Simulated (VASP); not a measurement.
An input for Quantum ESPRESSO's pw.x (written as the equivalent of a VASP run, and not itself run):

```
&CONTROL
  calculation = 'scf'
  pseudo_dir = './pseudo'
  outdir = './out'
  tprnfor = .true.
  tstress = .true.
/
&SYSTEM
  ibrav = 0
  nat = 3
  ntyp = 2
  ecutwfc = 88
  occupations = 'smearing'
  smearing = 'gaussian'
  degauss = 0.003675
  input_dft = 'pbe'
/
&ELECTRONS
  conv_thr = 7.3e-08
  electron_maxstep = 100
/
ATOMIC_SPECIES
  Na 22.990 Na.upf
  S 32.060 S.upf
CELL_PARAMETERS angstrom
     0.0000000    3.3534930    3.2558360
     3.3010030    0.0000000    3.2558360
     3.3010030    3.3534930    0.0000000
ATOMIC_POSITIONS crystal
  Na   0.2500000  0.2500000  0.2500000
  Na   0.7500000  0.7500000  0.7500000
  S   -0.0056700  0.0056700  0.0056700
K_POINTS automatic
  5 5 5 0 0 0
```

**Question.** Translate this input to VASP (INCAR, KPOINTS, POSCAR, choice of POTCAR).

**Answer.** One answer among several that fit: 
File KPOINTS:
```
Automatic mesh
0
Gamma
5 5 5
0 0 0
```

File POSCAR:
```
Na2S
1
    0.0000000000     3.3534930000     3.2558360000
    3.3010030000     0.0000000000     3.2558360000
    3.3010030000     3.3534930000     0.0000000000
Na S
2 1
Direct
  0.2500000000   0.2500000000   0.2500000000
  0.7500000000   0.7500000000   0.7500000000
 -0.0056700000   0.0056700000   0.0056700000
```

**INCAR**
```
SYSTEM = Na2S
PREC = Accurate
ENCUT = 400
EDIFF = 1E-6
NELM = 100
ALGO = Normal
LREAL = .FALSE.
LASPH = .TRUE.
ISMEAR = 0
SIGMA = 0.05
GGA = PE
LWAVE = .FALSE.
LCHARG = .FALSE.
ISIF = 2
```

POTCAR, in this order: Na_pv S (PBE.64 set). Program: vasp_std.

The two are equivalent in intent, not identical: the potentials are each code's own (VASP's PAW set, PseudoDojo norm-conserving files in pw.x), so ENCUT and ecutwfc are chosen apart and not converted; conv_thr bounds pw.x's estimated SCF error, while EDIFF bounds the energy change between steps.

The compound is Na2S in the antifluorite structure. The cell was not relaxed at this level, atoms are displaced from their ideal sites.
